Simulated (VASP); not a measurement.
Method: r2SCAN+rVV10, VASP's PBE PAW potentials (set 64) (plane waves; VASP 6.6.1).

A VASP calculation is set up with these files.

File KPOINTS_OPT:
```
k-points along high-symmetry lines
10
Line-mode
Reciprocal
  0.000000   0.000000   0.000000 ! GAMMA
  0.000000   0.500000   0.000000 ! X

  0.000000   0.500000   0.000000 ! X
  0.500000   0.500000   0.000000 ! M

  0.500000   0.500000   0.000000 ! M
  0.000000   0.000000   0.000000 ! GAMMA

  0.000000   0.000000   0.000000 ! GAMMA
  0.500000   0.500000   0.500000 ! R

  0.500000   0.500000   0.500000 ! R
  0.000000   0.500000   0.000000 ! X

  0.500000   0.500000   0.500000 ! R
  0.500000   0.500000   0.000000 ! M
```

**INCAR**
```
! general
SYSTEM   = PdIn
PREC     = Accurate
ENCUT    = 520
LREAL    = .FALSE.
LASPH    = .TRUE.

! electronic loop
EDIFF    = 1E-7
NELM     = 100
ALGO     = Normal
LMAXMIX  = 4
LMIXTAU  = .TRUE.

! smearing
ISMEAR   = -5

! functional
METAGGA  = R2SCAN
LUSE_VDW = .TRUE.
BPARAM   = 11.95
CPARAM   = 0.0093

! ions
ISIF     = 2

! output
LWAVE    = .FALSE.
LCHARG   = .FALSE.
LORBIT   = 11
NEDOS    = 601
```

**KPOINTS**
```
K-points
0
G
 13 13 13
```

File POSCAR:
```
PdIn
3.2603020
  1.0000001338   0.0000000000   0.0000000000
  0.0000000000   1.0000001338   0.0000000000
  0.0000000000   0.0000000000   1.0000001338
In Pd
1 1
direct
  0.5000000000   0.5000000000   0.5000000000
  0.0000000000   0.0000000000   0.0000000000
```

POTCAR, in this order: In_d Pd (PBE.64 set). Program: vasp_std.

What VASP printed:

### OSZICAR
```
       N       E                     dE             d eps       ncg     rms          rms(c)
DAV:   1     0.126409075003E+03    0.12641E+03   -0.11880E+04  2534   0.207E+03
DAV:   2    -0.434118683717E+02   -0.16982E+03   -0.16601E+03  2681   0.421E+02
DAV:   3    -0.513560903193E+02   -0.79442E+01   -0.78845E+01  3080   0.980E+01
DAV:   4    -0.515171082799E+02   -0.16102E+00   -0.16076E+00  3220   0.130E+01
DAV:   5    -0.515248783959E+02   -0.77701E-02   -0.77703E-02  3715   0.251E+00    0.912E+00
DAV:   6    -0.461471040293E+02    0.53778E+01   -0.51008E+00  2702   0.369E+01    0.399E+00
DAV:   7    -0.460105513519E+02    0.13655E+00   -0.53481E-01  2786   0.947E+00    0.256E+00
DAV:   8    -0.460351863558E+02   -0.24635E-01   -0.15197E-01  2884   0.353E+00    0.137E+00
DAV:   9    -0.460388383547E+02   -0.36520E-02   -0.75014E-02  2688   0.328E+00    0.366E-01
DAV:  10    -0.460476395441E+02   -0.88012E-02   -0.24005E-02  2814   0.198E+00    0.231E-01
DAV:  11    -0.460456850590E+02    0.19545E-02   -0.10790E-02  2625   0.120E+00    0.256E-01
DAV:  12    -0.460491437231E+02   -0.34587E-02   -0.28301E-03  2744   0.570E-01    0.760E-02
DAV:  13    -0.460491513489E+02   -0.76258E-05   -0.45628E-05  3736   0.607E-02    0.941E-02
DAV:  14    -0.460493373985E+02   -0.18605E-03   -0.54312E-04  2674   0.300E-01    0.153E-01
DAV:  15    -0.460493883345E+02   -0.50936E-04   -0.38527E-05  2737   0.732E-02    0.126E-01
DAV:  16    -0.460493889551E+02   -0.62053E-06   -0.37468E-06  3332   0.211E-02    0.129E-01
DAV:  17    -0.460493995051E+02   -0.10550E-04   -0.56998E-06  2702   0.291E-02    0.129E-01
DAV:  18    -0.460493994695E+02    0.35559E-07   -0.85958E-08  2359   0.307E-03
   1 F= -.46049399E+02 E0= -.46049399E+02  d E =0.000000E+00
       N       E                     dE             ncg
```

### OUTCAR
```
------------------------ aborting loop because EDIFF is reached ----------------------------------------
  FORCE on cell =-STRESS in cart. coord.  units (eV):
  Direction    XX          YY          ZZ          XY          YZ          ZX
  --------------------------------------------------------------------------------------
  Total       -0.0428946     -0.0428946     -0.0428946     -0.0000000      0.0000000     -0.0000000
  in kB       -1.9830749     -1.9830749     -1.9830749     -0.0000000      0.0000000     -0.0000000
  external PRESSURE =      -1.9830749 kB  Pullay stress =       0.0000000 kB
  volume of cell :       34.66
      direct lattice vectors                 reciprocal lattice vectors
     3.260302436  0.000000000  0.000000000     0.306720011  0.000000000  0.000000000
     0.000000000  3.260302436  0.000000000     0.000000000  0.306720011  0.000000000
     0.000000000  0.000000000  3.260302436     0.000000000  0.000000000  0.306720011
 POSITION                                       TOTAL-FORCE (eV/Angst)
 -----------------------------------------------------------------------------------
      1.63015      1.63015      1.63015         0.000000      0.000000      0.000000
      0.00000      0.00000      0.00000         0.000000      0.000000      0.000000
 -----------------------------------------------------------------------------------
    total drift:                                0.000000      0.000000     -0.000000
  FREE ENERGIE OF THE ION-ELECTRON SYSTEM (eV)
  ---------------------------------------------------
  free  energy   TOTEN  =       -46.0493994695 eV

  energy  without entropy=      -46.0493994695  energy(sigma->0) =      -46.04939947

 total charge

# of ion       s       p       d       tot
------------------------------------------
    1        0.800   0.790   9.903  11.494
    2        0.450   0.435   8.656   9.541
--------------------------------------------------
tot          1.250   1.225  18.559  21.035
```
(Selected blocks of OUTCAR.)

For a metal the tetrahedron method with Blöchl corrections gives inexact stress and forces.

The compound is PdIn in the CsCl type structure. It was relaxed first. The electron count is odd and the run is not spin-polarised, which forces a metal.
